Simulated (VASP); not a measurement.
Given:

```
CELL_PARAMETERS angstrom
      1.75376    -3.03760     0.00000
      1.75376     3.03760     0.00000
      0.00000     0.00000     4.61784
ATOMIC_POSITIONS crystal
  Pt 0.00000 0.00000 0.00000
  S  0.33333 0.66667 0.25700
  S  0.66667 0.33333 0.74300
```

Level of theory: vdW-DF-cx, VASP's PBE PAW potentials (set 64) (plane waves; VASP). Numerical set-up: 520 eV cut-off, 7×7×5 Γ-centred mesh, Gaussian smearing of 0.050 eV, potentials Pt S.

The ions and cell shape at fixed volume are relaxed. Predict the relaxed structure.

```
CELL_PARAMETERS angstrom
      1.78395    -3.08989     0.00000
      1.78395     3.08989     0.00000
      0.00000     0.00000     4.46286
ATOMIC_POSITIONS crystal
  Pt 0.00000 0.00000 0.00000
  S  0.33333 0.66667 0.26943
  S  0.66667 0.33333 0.73057
```
Space group P-3m1 (164), at a tolerance of 0.03 Å.

How much energy does the relaxation gain?

The energy (σ→0) changes by -21.8 meV/atom, in 6 ionic steps.

```csv
step,E(σ→0) (eV),max force (eV/Å),pressure (GPa),volume (Å³)
1,-10.4272,0.785,10.72,49.20
2,-10.4794,0.246,6.51,49.20
3,-10.4886,0.165,3.57,49.20
4,-10.4891,0.093,4.06,49.20
5,-10.4920,0.041,3.85,49.20
6,-10.4925,0.007,3.71,49.20
```

The compound is PtS2 in the 1T layered structure. This cell is one point of a volume scan, at 0.94 of the reference volume. Symmetry was kept, so distortions that lower it aren't found.
